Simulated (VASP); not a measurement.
Data:

```xyz
2
Lattice="1.8000 -3.1177 0.0000 1.8000 3.1177 0.0000 0.0000 0.0000 5.6900" Properties=species:S:1:pos:R:3 pbc="T T T"
Tb     1.8000     1.0392     1.4225
Tb     1.8000    -1.0392     4.2675
```

Method: vdW-DF-cx, VASP's PBE PAW potentials (set 64) (plane waves; VASP). Settings: 520 eV cut-off, 11×11×6 Γ-centred mesh, first-order Methfessel-Paxton smearing of 0.10 eV, potentials Tb_3.

The 4f electrons are frozen in the core of the lanthanide potential, so 4f levels, which can set the real gap, and their magnetism are missing. Energy and stress use the plane-wave basis of the starting cell.

Question: The ions, cell shape and volume are relaxed. Predict the relaxed structure.

Answer: 
```xyz
2
Lattice="1.7811 -3.0850 0.0000 1.7811 3.0850 0.0000 0.0000 0.0000 5.5658" Properties=species:S:1:pos:R:3 pbc="T T T"
Tb     1.7811     1.0283     1.3915
Tb     1.7811    -1.0283     4.1744
```
Space group P6_3/mmc (194), at a tolerance of 0.03 Å.

Question: How do energy and volume change from the first to the last step?

Answer: The energy (σ→0) changes by -8.6 meV/atom and the volume by -4.2 %, in 6 ionic steps.

The compound is Tb in the hcp structure. This run relaxes it. Symmetry was kept, so distortions that lower it aren't found.
